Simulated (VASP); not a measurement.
Output of a VASP run:

**OSZICAR**
```
...
DAV:   4    -0.300874699256E+02   -0.22405E+00   -0.22135E+00  1224   0.833E+00
DAV:   5    -0.300952683005E+02   -0.77984E-02   -0.77935E-02  1272   0.141E+00    0.547E+01
DAV:   6    -0.290063416765E+02    0.10889E+01   -0.32640E+00  1100   0.807E+00    0.343E+01
DAV:   7    -0.288941572921E+02    0.11218E+00   -0.11433E+00  1156   0.593E+00    0.235E+00
DAV:   8    -0.288643237274E+02    0.29834E-01   -0.20385E-01  1116   0.232E+00    0.154E+00
DAV:   9    -0.288649658372E+02   -0.64211E-03   -0.13940E-02  1244   0.615E-01    0.587E-01
DAV:  10    -0.288645214111E+02    0.44443E-03   -0.51784E-03  1256   0.280E-01    0.695E-01
DAV:  11    -0.288643646713E+02    0.15674E-03   -0.69660E-04  1208   0.137E-01    0.221E-01
DAV:  12    -0.288643436477E+02    0.21024E-04   -0.92720E-05  1272   0.425E-02    0.933E-02
DAV:  13    -0.288643383306E+02    0.53171E-05   -0.50525E-05  1260   0.270E-02    0.201E-02
DAV:  14    -0.288643382853E+02    0.45323E-07   -0.53279E-06  1092   0.118E-02
   1 F= -.28864338E+02 E0= -.28864712E+02  d E =-.288643E+02
       N       E                     dE             d eps       ncg     rms          rms(c)
DAV:   1    -0.288650906310E+02   -0.75230E-03   -0.20177E-01   968   0.315E+00    0.401E-01
DAV:   2    -0.288654352363E+02   -0.34461E-03   -0.99968E-03  1128   0.679E-01    0.194E-01
DAV:   3    -0.288652950832E+02    0.14015E-03   -0.48429E-04  1232   0.135E-01    0.100E-01
DAV:   4    -0.288652585117E+02    0.36571E-04   -0.63258E-05  1148   0.491E-02    0.502E-02
DAV:   5    -0.288652558101E+02    0.27016E-05   -0.21480E-05  1236   0.251E-02    0.163E-02
DAV:   6    -0.288652555474E+02    0.26263E-06   -0.26778E-06   876   0.871E-03
   2 F= -.28865256E+02 E0= -.28865734E+02  d E =-.917262E-03
       N       E                     dE             d eps       ncg     rms          rms(c)
DAV:   1    -0.288652563311E+02   -0.52100E-06   -0.32698E-04  1000   0.127E-01    0.176E-02
DAV:   2    -0.288652568918E+02   -0.56070E-06   -0.16375E-05  1116   0.275E-02    0.904E-03
DAV:   3    -0.288652566996E+02    0.19214E-06   -0.65000E-07   568   0.554E-03
   3 F= -.28865257E+02 E0= -.28865731E+02  d E =-.918414E-03
       N       E                     dE             d eps       ncg     rms          rms(c)
DAV:   1    -0.288663615284E+02   -0.11046E-02   -0.28784E-02   980   0.112E+00    0.462E-01
DAV:   2    -0.288655964295E+02    0.76510E-03   -0.16990E-03  1004   0.265E-01    0.103E-01
DAV:   3    -0.288653732607E+02    0.22317E-03   -0.38379E-04  1084   0.115E-01    0.406E-02
DAV:   4    -0.288653206998E+02    0.52561E-04   -0.86840E-05  1192   0.565E-02    0.272E-02
DAV:   5    -0.288653154084E+02    0.52914E-05   -0.13686E-05  1132   0.203E-02    0.154E-02
DAV:   6    -0.288653155723E+02   -0.16391E-06   -0.76809E-07   608   0.487E-03
   4 F= -.28865316E+02 E0= -.28865807E+02  d E =-.588727E-04
       N       E                     dE             d eps       ncg     rms          rms(c)
DAV:   1    -0.288654644363E+02   -0.14903E-03   -0.33159E-03   988   0.380E-01    0.155E-01
DAV:   2    -0.288653747121E+02    0.89724E-04   -0.19794E-04  1008   0.902E-02    0.355E-02
DAV:   3    -0.288653486250E+02    0.26087E-04   -0.43576E-05  1076   0.387E-02    0.143E-02
DAV:   4    -0.288653424252E+02    0.61998E-05   -0.10270E-05  1168   0.194E-02    0.897E-03
DAV:   5    -0.288653415729E+02    0.85229E-06   -0.13937E-06   604   0.701E-03
   5 F= -.28865342E+02 E0= -.28865827E+02  d E =-.848733E-04
```

File OUTCAR:
```
------------------------ aborting loop because EDIFF is reached ----------------------------------------
  FORCE on cell =-STRESS in cart. coord.  units (eV):
  Direction    XX          YY          ZZ          XY          YZ          ZX
  --------------------------------------------------------------------------------------
  Total        0.0000406      0.0000406      0.0617128     -0.0000000      0.0000000     -0.0000000
  in kB        0.0006175      0.0006175      0.9396553     -0.0000000      0.0000000     -0.0000000
  external PRESSURE =       0.3136301 kB  Pullay stress =       0.0000000 kB
  volume of cell :      105.22
      direct lattice vectors                 reciprocal lattice vectors
     3.585274652  0.000000000  0.000000000     0.278918660  0.161033763  0.000000000
    -1.792637326  3.104938933  0.000000000    -0.000000000  0.322067526 -0.000000000
    -0.000000000  0.000000000  9.452399232     0.000000000 -0.000000000  0.105793246
 POSITION                                       TOTAL-FORCE (eV/Angst)
 -----------------------------------------------------------------------------------
     -0.00000      2.06996      0.37063        -0.000000      0.000000     -0.000931
      1.79264      1.03498      5.09682         0.000000     -0.000000     -0.000931
     -0.00000      2.06996      3.17402        -0.000000     -0.000000      0.000931
      1.79264      1.03498      7.90022        -0.000000      0.000000      0.000931
 -----------------------------------------------------------------------------------
    total drift:                               -0.001073      0.000619      0.001161
  FREE ENERGIE OF THE ION-ELECTRON SYSTEM (eV)
  ---------------------------------------------------
  free  energy   TOTEN  =       -28.8653415729 eV

  energy  without entropy=      -28.8667975043  energy(sigma->0) =      -28.86582688

 reached required accuracy - stopping structural energy minimisation
```
(Selected blocks of OUTCAR.)

### POSCAR
```
HfTe
1
    3.5921323831     0.0000000000     0.0000000000
   -1.7960661916     3.1108779019    -0.0000000000
   -0.0000000000     0.0000000000     9.4501130262
Hf Te
2 2
Direct
  0.3333330000   0.6666670000   0.0387488690
  0.6666670000   0.3333330000   0.5387488690
  0.3333330000   0.6666670000   0.3362511310
  0.6666670000   0.3333330000   0.8362511310
```

Problem. Write an INCAR and KPOINTS that could have produced this output.

Solution. Several could match; the one computed here: the input of the run itself, PBEsol GGA, plane waves, VASP's PBE PAW potentials (set 64).

INCAR:
```
SYSTEM = HfTe
PREC = Accurate
ENCUT = 400
EDIFF = 1E-6
NELM = 100
ALGO = Normal
LREAL = .FALSE.
LASPH = .TRUE.
ISMEAR = 1
SIGMA = 0.1
GGA = PS
LMAXMIX = 6
LWAVE = .FALSE.
LCHARG = .FALSE.
IBRION = 2
ISIF = 3
NSW = 60
EDIFFG = -0.02
```

**KPOINTS**
```
kpoints
0
Gamma
 9 9 3
```

POTCAR, in this order: Hf_pv Te (PBE.64 set). Program: vasp_std.

The structure was generated: HfTe was put into the wurtzite type (P6_3mc), which need not be its known phase. This run relaxes it. Symmetry was kept, so distortions that lower it aren't found. The start is the result of an earlier pass.
